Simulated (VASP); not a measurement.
Consider the following.

```xyz
6
Lattice="0.0000 3.9354 3.9354 3.9354 0.0000 3.9354 3.9354 3.9354 0.0000" Properties=species:S:1:pos:R:3 pbc="T T T"
Tc     0.9838     0.9838     0.9838
Tc     0.9838     2.9515     2.9515
Tc     2.9515     0.9838     2.9515
Tc     2.9515     2.9515     0.9838
Y      5.9030     5.9030     5.9030
Y      3.9354     3.9354     3.9354
```

All values below come from PBE GGA, VASP's PBE PAW potentials (set 64) (plane waves; VASP 6.6.1). Numerical set-up: 300 eV cut-off, 4×4×4 Γ-centred mesh, Gaussian smearing of 0.27 eV, potentials Tc_pv Y_sv.

At this cut-off the stress carries a Pulay error, which pulls relaxed volumes low.

Problem. Give the stress tensor in GPa (positive for a compressed cell).

Solution. 
```
-13.42    0.00    0.00
  0.00  -13.42    0.00
  0.00    0.00  -13.42
```
The pressure is its mean diagonal, -13.42 GPa.

The structure was generated: YTc2 was put into an ordered model structure, which need not be its known phase. The cell was not relaxed at this level. The k-mesh is coarse (spacing up to 0.35 per Å, 2π included), so the numbers may not be converged in it.
